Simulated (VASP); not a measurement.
All values below come from LDA (Ceperley-Alder, Perdew-Zunger), VASP's LDA PAW potentials (set 64) (plane waves; VASP).

A VASP calculation is set up with these files.

**INCAR**
```
SYSTEM = MgO
PREC = Accurate; ENCUT = 520; LREAL = .FALSE.
LASPH = .TRUE.
EDIFF = 1E-8; NELM = 100; ALGO = Normal
ISMEAR = 0; SIGMA = 0.01
IBRION = 8; NSW = 1
LWAVE = .FALSE.; LCHARG = .FALSE.
LEPSILON = .TRUE.
```

POSCAR:
```
MgO
1
    0.0000000000     2.0727971973     2.0727971973
    2.0727971973     0.0000000000     2.0727971973
    2.0727971973     2.0727971973     0.0000000000
Mg O
1 1
Direct
  0.0000000000   0.0000000000   0.0000000000
  0.5000000000   0.5000000000   0.5000000000
```

File KPOINTS:
```
kpoints
0
gamma
11 11 11
0 0 0
```

POTCAR, in this order: Mg O (LDA.64 set). Program: vasp_std.

The resulting files:

**OUTCAR**
```


 HEAD OF MICROSCOPIC STATIC DIELECTRIC TENSOR (INDEPENDENT PARTICLE, excluding Hartree and local field effects)
 ------------------------------------------------------
           3.207133     0.000000    -0.000000
           0.000000     3.207133     0.000000
          -0.000000     0.000000     3.207133
 ------------------------------------------------------

 MACROSCOPIC STATIC DIELECTRIC TENSOR (including local field effects in DFT)
 ------------------------------------------------------
           3.092906     0.000000    -0.000000
           0.000000     3.092906    -0.000000
           0.000000     0.000000     3.092906
 ------------------------------------------------------

 PIEZOELECTRIC TENSOR (including local field effects)  for field in x, y, z        (e  Angst)
          XX          YY          ZZ          XY          YZ          ZX
  --------------------------------------------------------------------------------
  x     0.00000     0.00000     0.00000     0.00000     0.00000     0.00000
  y     0.00000     0.00000     0.00000     0.00000     0.00000     0.00000
  z     0.00000     0.00000     0.00000     0.00000     0.00000     0.00000

 PIEZOELECTRIC TENSOR (including local field effects)  for field in x, y, z        (C/m^2)
          XX          YY          ZZ          XY          YZ          ZX
  --------------------------------------------------------------------------------
  x     0.00000     0.00000     0.00000     0.00000     0.00000     0.00000
  y     0.00000     0.00000     0.00000     0.00000     0.00000     0.00000
  z     0.00000     0.00000     0.00000     0.00000     0.00000     0.00000

 BORN EFFECTIVE CHARGES (including local field effects) (in |e|, cummulative output)
 ---------------------------------------------------------------------------------
 ion    1
    1     1.94853    -0.00000     0.00000
    2    -0.00000     1.94853    -0.00000
    3    -0.00000     0.00000     1.94853
 ion    2
    1    -1.94853     0.00000    -0.00000
    2     0.00000    -1.94853     0.00000
    3     0.00000     0.00000    -1.94853

   1 f  =   12.704845 THz    79.826897 2PiTHz  423.788020 cm-1    52.542994 meV

   2 f  =   12.704845 THz    79.826897 2PiTHz  423.788020 cm-1    52.542994 meV

   3 f  =   12.704845 THz    79.826897 2PiTHz  423.788020 cm-1    52.542994 meV

   4 f/i=    0.001409 THz     0.008851 2PiTHz    0.046991 cm-1     0.005826 meV

   5 f/i=    0.001409 THz     0.008851 2PiTHz    0.046991 cm-1     0.005826 meV

   6 f/i=    0.001409 THz     0.008851 2PiTHz    0.046991 cm-1     0.005826 meV

 MACROSCOPIC STATIC DIELECTRIC TENSOR IONIC CONTRIBUTION
 ------------------------------------------------------
           6.052913    -0.000000    -0.000000
          -0.000000     6.052913    -0.000000
          -0.000000    -0.000000     6.052913
 ------------------------------------------------------

 ELASTIC MODULI CONTR FROM IONIC RELAXATION (kBar)
 Direction    XX          YY          ZZ          XY          YZ          ZX
 --------------------------------------------------------------------------------
 XX           0.0000      0.0000      0.0000      0.0000      0.0000      0.0000
 YY           0.0000      0.0000      0.0000      0.0000      0.0000      0.0000
 ZZ           0.0000      0.0000      0.0000      0.0000      0.0000      0.0000
 XY           0.0000      0.0000      0.0000      0.0000      0.0000      0.0000
 YZ           0.0000      0.0000      0.0000      0.0000      0.0000      0.0000
 ZX           0.0000      0.0000      0.0000      0.0000      0.0000      0.0000
 --------------------------------------------------------------------------------

 PIEZOELECTRIC TENSOR IONIC CONTR  for field in x, y, z        (C/m^2)
          XX          YY          ZZ          XY          YZ          ZX
  --------------------------------------------------------------------------------
  x     0.00000     0.00000     0.00000     0.00000     0.00000     0.00000
  y     0.00000     0.00000     0.00000     0.00000     0.00000     0.00000
  z     0.00000     0.00000     0.00000     0.00000     0.00000     0.00000
```
(Selected blocks of OUTCAR.)

The compound is MgO in the rock salt structure. It was relaxed first.
